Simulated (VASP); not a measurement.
OSZICAR of a VASP run on GaAs (zinc blende):

OSZICAR:
```
       N       E                     dE             d eps       ncg     rms          rms(c)
DAV:   1     0.646940958253E+02    0.64694E+02   -0.95849E+03   770   0.196E+03
DAV:   2    -0.224288409635E+02   -0.87123E+02   -0.84248E+02   819   0.346E+02
DAV:   3    -0.290225666588E+02   -0.65937E+01   -0.65641E+01   924   0.790E+01
DAV:   4    -0.291361603838E+02   -0.11359E+00   -0.11354E+00   899   0.115E+01
DAV:   5    -0.291381900671E+02   -0.20297E-02   -0.20295E-02   902   0.130E+00    0.306E+00
DAV:   6    -0.269991276050E+02    0.21391E+01   -0.61822E-01   919   0.170E+01    0.186E+00
DAV:   7    -0.270886610377E+02   -0.89533E-01   -0.34921E-01   844   0.769E+00    0.879E-01
DAV:   8    -0.270175644249E+02    0.71097E-01   -0.15005E-01   779   0.521E+00    0.342E-01
DAV:   9    -0.269442984860E+02    0.73266E-01   -0.24630E-01   799   0.476E+00    0.227E-01
DAV:  10    -0.269482249473E+02   -0.39265E-02   -0.80705E-02   759   0.282E+00    0.728E-02
DAV:  11    -0.270428857413E+02   -0.94661E-01   -0.51770E-02   784   0.205E+00    0.621E-02
DAV:  12    -0.270385904812E+02    0.42953E-02   -0.18062E-03   964   0.473E-01    0.305E-02
DAV:  13    -0.270437275636E+02   -0.51371E-02   -0.16177E-03   774   0.463E-01    0.187E-02
DAV:  14    -0.270444393240E+02   -0.71176E-03   -0.52259E-04   859   0.275E-01    0.847E-03
DAV:  15    -0.270445460478E+02   -0.10672E-03   -0.64319E-05   809   0.108E-01    0.777E-03
DAV:  16    -0.270445557399E+02   -0.96921E-05   -0.43759E-06   884   0.253E-02    0.382E-03
DAV:  17    -0.270445537948E+02    0.19451E-05   -0.10716E-06   784   0.187E-02    0.104E-03
DAV:  18    -0.270445584418E+02   -0.46470E-05   -0.16065E-06   764   0.178E-02    0.148E-03
DAV:  19    -0.270445585306E+02   -0.88808E-07   -0.60463E-08   572   0.376E-03
   1 F= -.27044559E+02 E0= -.27044559E+02  d E =-.350880E-18
```

Task: Which electronic solver shows in the log?

Result: It is blocked Davidson (ALGO = Normal, or the opening steps of other solvers). The INCAR had ALGO = Normal.

Task: Can the final energy be trusted as converged?

Result: Self-consistency was reached. It stopped with EDIFF = 1E-7, NELM = 100 (r2SCAN meta-GGA, plane waves, VASP's PBE PAW potentials (set 64)).

The compound is GaAs in the zinc blende structure. This cell is one point of a volume scan, at 1.03 of the reference volume.
